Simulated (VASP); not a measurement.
Method: TPSS meta-GGA, VASP's PBE PAW potentials (set 64) (plane waves; VASP 6.6.1).

VASP input:

**INCAR**
```
METAGGA=TPSS
LREAL=.FALSE.   # projection in real space or not
PREC=Accurate
NELM=100   # most electronic steps
LASPH=.TRUE.   # aspherical one-centre terms
LCHARG=.FALSE.
LWAVE=.FALSE.
EDIFF=1E-7
LMIXTAU=.TRUE.
ISIF=4
ALGO=Normal   # blocked Davidson
NSW=30
ISMEAR=0
ENCUT=520
SYSTEM=BN
SIGMA=0.05   # width (eV)
IBRION=2
EDIFFG=-0.01
```

### POSCAR
```
BN
1
    1.2773976841    -2.2125179118     0.0000000000
    1.2773976841     2.2125179118     0.0000000000
    0.0000000000     0.0000000000     4.2250160147
B N
2 2
Direct
  0.6666670000   0.3333330000   0.5002844143
  0.3333330000   0.6666670000   0.0002844143
  0.6666670000   0.3333330000   0.8747155857
  0.3333330000   0.6666670000   0.3747155857
```

### KPOINTS
```
Automatic mesh
0
Gamma
10 10 5
0 0 0
```

POTCAR, in this order: B N (PBE.64 set). Program: vasp_std.

Output of the run:

OSZICAR:
```
       N       E                     dE             d eps       ncg     rms          rms(c)
DAV:   1     0.527546602221E+02    0.52755E+02   -0.87417E+03  1016   0.133E+03
DAV:   2    -0.312544833564E+02   -0.84009E+02   -0.77809E+02  1492   0.269E+02
DAV:   3    -0.336070677928E+02   -0.23526E+01   -0.23400E+01  1320   0.444E+01
DAV:   4    -0.336159138347E+02   -0.88460E-02   -0.88428E-02  1224   0.285E+00
DAV:   5    -0.336159819721E+02   -0.68137E-04   -0.68127E-04  1308   0.222E-01    0.106E+01
DAV:   6    -0.409525504339E+02   -0.73366E+01   -0.16284E+01  1008   0.436E+01    0.649E+00
DAV:   7    -0.411999419292E+02   -0.24739E+00   -0.56220E-01  1164   0.872E+00    0.455E+00
DAV:   8    -0.409294359638E+02    0.27051E+00   -0.24047E+00  1192   0.131E+01    0.187E+00
DAV:   9    -0.408910800284E+02    0.38356E-01   -0.77286E-02  1176   0.344E+00    0.131E+00
DAV:  10    -0.408189084755E+02    0.72172E-01   -0.85290E-02  1012   0.327E+00    0.533E-01
DAV:  11    -0.409037901021E+02   -0.84882E-01   -0.34307E-02  1040   0.226E+00    0.201E-01
DAV:  12    -0.409028347981E+02    0.95530E-03   -0.52784E-03  1316   0.611E-01    0.779E-02
DAV:  13    -0.409027983834E+02    0.36415E-04   -0.16584E-03  1136   0.420E-01    0.671E-02
DAV:  14    -0.409031939609E+02   -0.39558E-03   -0.20597E-04  1136   0.164E-01    0.578E-02
DAV:  15    -0.409032135326E+02   -0.19572E-04   -0.30700E-05  1260   0.510E-02    0.267E-02
DAV:  16    -0.409032172418E+02   -0.37092E-05   -0.74579E-06  1180   0.330E-02    0.423E-03
DAV:  17    -0.409032246598E+02   -0.74180E-05   -0.24547E-06  1128   0.184E-02    0.110E-02
DAV:  18    -0.409032241829E+02    0.47684E-06   -0.39646E-07  1144   0.738E-03    0.479E-03
DAV:  19    -0.409032252774E+02   -0.10945E-05   -0.39909E-07  1084   0.530E-03    0.182E-04
DAV:  20    -0.409032247171E+02    0.56029E-06   -0.10040E-08   548   0.129E-03    0.289E-04
DAV:  21    -0.409032252277E+02   -0.51061E-06   -0.39005E-09   552   0.898E-04    0.457E-05
DAV:  22    -0.409032250634E+02    0.16434E-06   -0.18181E-10   532   0.171E-04    0.373E-05
DAV:  23    -0.409032251195E+02   -0.56129E-07   -0.76918E-11   540   0.102E-04
   1 F= -.40903225E+02 E0= -.40903225E+02  d E =-.409032E+02
       N       E                     dE             d eps       ncg     rms          rms(c)
DAV:   1    -0.409032112350E+02    0.13828E-04   -0.29297E-03  1136   0.528E-01    0.948E-03
DAV:   2    -0.409032206263E+02   -0.93912E-05   -0.41568E-05  1256   0.647E-02    0.643E-03
DAV:   3    -0.409032212366E+02   -0.61036E-06   -0.24458E-06  1172   0.179E-02    0.253E-03
DAV:   4    -0.409032225541E+02   -0.13175E-05   -0.77457E-07  1412   0.123E-02    0.116E-03
DAV:   5    -0.409032228065E+02   -0.25244E-06   -0.31009E-07  1064   0.778E-03    0.648E-04
DAV:   6    -0.409032230567E+02   -0.25019E-06   -0.55004E-08   584   0.300E-03    0.160E-04
DAV:   7    -0.409032230685E+02   -0.11759E-07   -0.14519E-08   528   0.166E-03
   2 F= -.40903223E+02 E0= -.40903223E+02  d E =0.205104E-05
       N       E                     dE             d eps       ncg     rms          rms(c)
DAV:   1    -0.409032281450E+02   -0.50883E-05   -0.83844E-04  1140   0.282E-01    0.506E-03
DAV:   2    -0.409032311905E+02   -0.30455E-05   -0.11857E-05  1260   0.345E-02    0.343E-03
DAV:   3    -0.409032314713E+02   -0.28072E-06   -0.69936E-07  1172   0.963E-03    0.135E-03
DAV:   4    -0.409032311968E+02    0.27446E-06   -0.21680E-07  1184   0.670E-03    0.603E-04
DAV:   5    -0.409032315194E+02   -0.32256E-06   -0.85788E-08   580   0.426E-03    0.375E-04
DAV:   6    -0.409032314379E+02    0.81421E-07   -0.17242E-08   528   0.174E-03
   3 F= -.40903231E+02 E0= -.40903231E+02  d E =-.631841E-05
```

File OUTCAR:
```
------------------------ aborting loop because EDIFF is reached ----------------------------------------
  FORCE on cell =-STRESS in cart. coord.  units (eV):
  Direction    XX          YY          ZZ          XY          YZ          ZX
  --------------------------------------------------------------------------------------
  Total        0.0062753      0.0062753      0.0028816      0.0000000     -0.0000000      0.0000000
  in kB        0.4209926      0.4209927      0.1933187      0.0000000     -0.0000000      0.0000000
  external PRESSURE =       0.3451013 kB  Pullay stress =       0.0000000 kB
  volume of cell :       23.88
      direct lattice vectors                 reciprocal lattice vectors
     1.277430156 -2.212574155  0.000000000     0.391410832 -0.225981126  0.000000000
     1.277430156  2.212574155  0.000000000     0.391410832  0.225981126 -0.000000000
     0.000000000  0.000000000  4.224801219    -0.000000000  0.000000000  0.236697527
  FREE ENERGIE OF THE ION-ELECTRON SYSTEM (eV)
  ---------------------------------------------------
  free  energy   TOTEN  =       -40.9032314379 eV

  energy  without entropy=      -40.9032314379  energy(sigma->0) =      -40.90323144

 reached required accuracy - stopping structural energy minimisation
```
(Selected blocks of OUTCAR.)

**CONTCAR**
```
BN
   1.00000000000000
     1.2774301561917298   -2.2125741551403189    0.0000000000000000
     1.2774301561917298    2.2125741551403189    0.0000000000000000
     0.0000000000000000    0.0000000000000000    4.2248012187833748
  B               N
     2     2
Direct
     0.6666669999999968    0.3333330000000032    0.5002227546259451
     0.3333330000000032    0.6666669999999968    0.0002227546259452
     0.6666669999999968    0.3333330000000032    0.8747772453740549
     0.3333330000000032    0.6666669999999968    0.3747772453740548
```

The compound is BN in the wurtzite structure, a metastable high-pressure form. This run relaxes it. Symmetry was kept, so distortions that lower it aren't found.
